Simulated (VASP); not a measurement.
These are PBEsol GGA, VASP's PBE PAW potentials (set 64) (plane waves; VASP) values and carry that method's errors.

VASP input:

POSCAR:
```
BN
1
    2.4597531461     0.0000000000     0.0000000000
   -1.2298765731     2.1302084836    -0.0000000000
    0.0000000000     0.0000000000     4.0720380626
B N
2 2
Direct
  0.3333330000   0.6666670000   0.0006449917
  0.6666670000   0.3333330000   0.5006449917
  0.3333330000   0.6666670000   0.3743550083
  0.6666670000   0.3333330000   0.8743550083
```

### INCAR
```
ALGO = Normal   # blocked Davidson
IBRION = 2
ENCUT = 620   # plane-wave cut-off (eV)
ISIF = 3   # ions, shape and volume
EDIFF = 1E-6   # SCF stop (eV)
SIGMA = 0.05   # width (eV)
PREC = Accurate
SYSTEM = BN
LASPH = .True.   # aspherical one-centre terms
GGA = PS
EDIFFG = -0.02
LCHARG = .False.
ISMEAR = 0   # Gaussian
NSW = 40   # most ionic steps
PSTRESS = 450   # kbar
LWAVE = .False.
NELM = 100
LREAL = .False.   # projection in real space or not
```

KPOINTS:
```
Automatic
0
Gamma
10 10 6
0 0 0
```

POTCAR, in this order: B N (PBE.64 set). Program: vasp_std.

What VASP printed:

OUTCAR:
```
 ion  position               nearest neighbor table
   1  0.333  0.667  0.001-   4 1.51   4 1.51   4 1.51   3 1.52
   2  0.667  0.333  0.501-   3 1.51   3 1.51   3 1.51   4 1.52
   3  0.333  0.667  0.374-   2 1.51   2 1.51   2 1.51   1 1.52
   4  0.667  0.333  0.874-   1 1.51   1 1.51   1 1.51   2 1.52
  LATTYP: Found a hexagonal cell.
 ALAT       =     2.4597531461
 C/A-ratio  =     1.6554661467
 Subroutine PRICEL returns:
 Original cell was already a primitive cell.
 Subroutine GETGRP returns: Found 12 space group operations
The static configuration has the point symmetry C_3v.
 The point group associated with its full space group is C_6v.
The dynamic configuration has the point symmetry C_3v.
 Subroutine INISYM returns: Found 12 space group operations
 Subroutine IBZKPT returns following result:
 Found     56 irreducible k-points:

 Following reciprocal coordinates:
            Coordinates               Weight
  0.000000  0.000000  0.000000      1.000000
  0.100000 -0.000000  0.000000      6.000000
  0.200000 -0.000000  0.000000      6.000000
  0.300000  0.000000  0.000000      6.000000
  0.400000 -0.000000  0.000000      6.000000
  0.500000  0.000000  0.000000      3.000000
  0.100000  0.100000  0.000000      6.000000
  0.200000  0.100000  0.000000     12.000000
  0.300000  0.100000  0.000000     12.000000
  0.400000  0.100000  0.000000     12.000000
  0.200000  0.200000  0.000000      6.000000
  0.300000  0.200000  0.000000     12.000000
  0.400000  0.200000  0.000000      6.000000
  0.300000  0.300000  0.000000      6.000000
  0.000000  0.000000  0.166667      2.000000
  0.100000 -0.000000  0.166667     12.000000
  0.200000 -0.000000  0.166667     12.000000
  0.300000  0.000000  0.166667     12.000000
  0.400000 -0.000000  0.166667     12.000000
  0.500000  0.000000  0.166667      6.000000
...
```

File OSZICAR:
```
       N       E                     dE             d eps       ncg     rms          rms(c)
DAV:   1     0.614291419944E+02    0.61429E+02   -0.99614E+03  1344   0.152E+03
DAV:   2    -0.357515257423E+02   -0.97181E+02   -0.89520E+02  1872   0.333E+02
DAV:   3    -0.385933023994E+02   -0.28418E+01   -0.28316E+01  1788   0.560E+01
DAV:   4    -0.386087989971E+02   -0.15497E-01   -0.15487E-01  1688   0.423E+00
DAV:   5    -0.386089517644E+02   -0.15277E-03   -0.15273E-03  1744   0.404E-01    0.102E+01
DAV:   6    -0.366288646496E+02    0.19801E+01   -0.43762E+00  1628   0.191E+01    0.505E+00
DAV:   7    -0.363899960713E+02    0.23887E+00   -0.33262E-01  1664   0.614E+00    0.283E+00
DAV:   8    -0.363435684008E+02    0.46428E-01   -0.75847E-02  1588   0.255E+00    0.240E-01
DAV:   9    -0.363425273492E+02    0.10411E-02   -0.28851E-03  1744   0.620E-01    0.142E-01
DAV:  10    -0.363425940028E+02   -0.66654E-04   -0.14090E-04  1632   0.130E-01    0.219E-02
DAV:  11    -0.363425927121E+02    0.12907E-05   -0.31523E-05  1688   0.530E-02    0.121E-02
DAV:  12    -0.363425930046E+02   -0.29250E-06   -0.31297E-06  1560   0.176E-02
   1 F= -.30349826E+02 E0= -.30349826E+02  d E =-.303498E+02
```

**OUTCAR**
```
------------------------ aborting loop because EDIFF is reached ----------------------------------------
  FORCE on cell =-STRESS in cart. coord.  units (eV):
  Direction    XX          YY          ZZ          XY          YZ          ZX
  --------------------------------------------------------------------------------------
  Total        5.9983585      5.9983572      6.0298572     -0.0000000      0.0000000      0.0000000
  in kB      450.4198642    450.4197678    452.7851195     -0.0000000      0.0000000      0.0000000
  external PRESSURE =       1.2082505 kB  Pullay stress =     450.0000000 kB
  volume of cell :       21.34
      direct lattice vectors                 reciprocal lattice vectors
     2.459753146  0.000000000  0.000000000     0.406544861  0.234718810  0.000000000
    -1.229876573  2.130208484  0.000000000     0.000000000  0.469437620  0.000000000
     0.000000000  0.000000000  4.072038063     0.000000000  0.000000000  0.245577272
  FREE ENERGIE OF THE ION-ELECTRON SYSTEM (eV)
  ---------------------------------------------------
  free  energy   TOTEN  =       -36.3425930046 eV

  energy  without entropy=      -36.3425930046  energy(sigma->0) =      -36.34259300
  enthalpy is  TOTEN    =       -30.3498259728 eV   P V=        5.9927670318

 reached required accuracy - stopping structural energy minimisation
```
(Selected blocks of OUTCAR.)

The structure was generated: BN was put into the wurtzite type (P6_3mc), which need not be its known phase. It was relaxed first under an external pressure of 45 GPa.
